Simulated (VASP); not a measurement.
Input for VASP

KPOINTS:
```
Regular mesh
0
G
 8 8 8
```

### INCAR
```
AEXX = 0.25
ALGO = Normal
EDIFF = 1E-6
ENCUT = 520
GGA = PE
HFSCREEN = 0.2
ISIF = 2
ISMEAR = 0
ISYM = 3
LASPH = .TRUE.
LCHARG = .FALSE.
LHFCALC = .TRUE.
LREAL = .FALSE.
LWAVE = .FALSE.
NELM = 60
PREC = Accurate
PRECFOCK = Fast
SIGMA = 0.05
SYSTEM = AlN
```

POSCAR:
```
AlN
1.0
  0.0000000000   2.2223383509   2.2223383509
  2.2223383509   0.0000000000   2.2223383509
  2.2223383509   2.2223383509   0.0000000000
Al N
1 1
direct
  0.0000000000   0.0000000000   0.0000000000
  0.2500000000   0.2500000000   0.2500000000
```

POTCAR, in this order: Al N (PBE.64 set). Program: vasp_std. Read from the step before: WAVECAR.

**Question.** Write an equivalent input for Quantum ESPRESSO's pw.x.

**Answer.** One equivalent input (not run):
```
&CONTROL
  calculation = 'scf'
  pseudo_dir = './pseudo'
  outdir = './out'
  tprnfor = .true.
  tstress = .false.
/
&SYSTEM
  ibrav = 0
  nat = 2
  ntyp = 2
  ecutwfc = 84
  occupations = 'smearing'
  smearing = 'gaussian'
  degauss = 0.003675
  input_dft = 'hse'
  nqx1 = 8
  nqx2 = 8
  nqx3 = 8
  screening_parameter = 0.1058
/
&ELECTRONS
  conv_thr = 7.3e-08
  electron_maxstep = 60
/
ATOMIC_SPECIES
  Al 26.982 Al.upf
  N 14.007 N.upf
CELL_PARAMETERS angstrom
     0.0000000    2.2223384    2.2223384
     2.2223384    0.0000000    2.2223384
     2.2223384    2.2223384    0.0000000
ATOMIC_POSITIONS crystal
  Al   0.0000000  0.0000000  0.0000000
  N    0.2500000  0.2500000  0.2500000
K_POINTS automatic
  8 8 8 0 0 0
```
What does not carry over: the potentials are each code's own (VASP's PAW set, PseudoDojo norm-conserving files in pw.x), so ENCUT and ecutwfc are chosen apart and not converted; conv_thr bounds pw.x's estimated SCF error, while EDIFF bounds the energy change between steps.

The compound is AlN in the zinc blende structure, a metastable form; wurtzite is the usual one. This cell is one point of a volume scan, at 1.03 of the reference volume.
